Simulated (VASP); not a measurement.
A convergence study with VASP on InSb (space group no. 216 when undisturbed): one setting is varied, all else stays as given below, so the limit is that of these other settings. One atom is moved off its site, so that forces are finite.

```
CELL_PARAMETERS angstrom
      0.00000     3.23028     3.23028
      3.23028     0.00000     3.23028
      3.23028     3.23028     0.00000
ATOMIC_POSITIONS crystal
  In 0.00447 0.00447 0.00447
  Sb 0.25000 0.25000 0.25000
```

Calculation: LDA (Ceperley-Alder, Perdew-Zunger), VASP's LDA PAW potentials (set 64) (plane waves; VASP). The tightest run used: 300 eV cut-off, 17×17×17 Γ-centred mesh, Fermi-Dirac smearing of 0.010 eV, potentials In_d Sb.

| setting | E (eV/atom) | pressure (GPa) | irreducible k-points |
|---|---|---|---|
| 2×2×2 mesh | -3.0935 | 6.49 | 4 |
| 3×3×3 mesh | -3.8547 | 1.34 | 6 |
| 4×4×4 mesh | -4.0246 | 0.22 | 13 |
| 5×5×5 mesh | -4.0743 | -0.11 | 19 |

Question: These are the cheaper rows. Estimate the results at 17×17×17 mesh, and how far the last row shown lies from them.

Answer: 
```
quantity        tightest run  last row shown is off by
--------------  ------------  ------------------------
E (eV/atom)          -4.1040                    0.0297
pressure (GPa)         -0.30                      0.19
```

Left out are rungs that failed or repeat a setting and relaxations that didn't move; long series are thinned to 24 rows.

The structure is a typed InSb crystal (space group no. 216). The cell was not relaxed at this level, it is distorted from the ideal structure.
